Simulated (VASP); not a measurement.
Input:

```xyz
1
Lattice="0.0000 2.4750 2.4750 2.4750 0.0000 2.4750 2.4750 2.4750 0.0000" Properties=species:S:1:pos:R:3 pbc="T T T"
Pb     0.0000     0.0000     0.0000
```

All values below come from PBE GGA with D3 dispersion (Becke-Johnson damping), VASP's PBE PAW potentials (set 64) (plane waves; VASP 6.6.1). Run with 520 eV cut-off, 11×11×11 Γ-centred mesh, first-order Methfessel-Paxton smearing of 0.10 eV, potentials Pb_d.

Unless said otherwise, spin-orbit coupling is left out, though it shifts the bands of the heavy elements here.

Q: Predict the energy per atom (σ→0), band gap (on the k-mesh) with the smallest direct gap where there is one.

A: 
```yaml
band gap (on the k-mesh): none (metal, semimetal or under 0.01 eV)
energy per atom (σ→0): -3.965 eV/atom
```

The absolute energy has meaning only against runs of the same code, potentials and settings.

The compound is Pb in the fcc structure. The cell was not relaxed at this level.
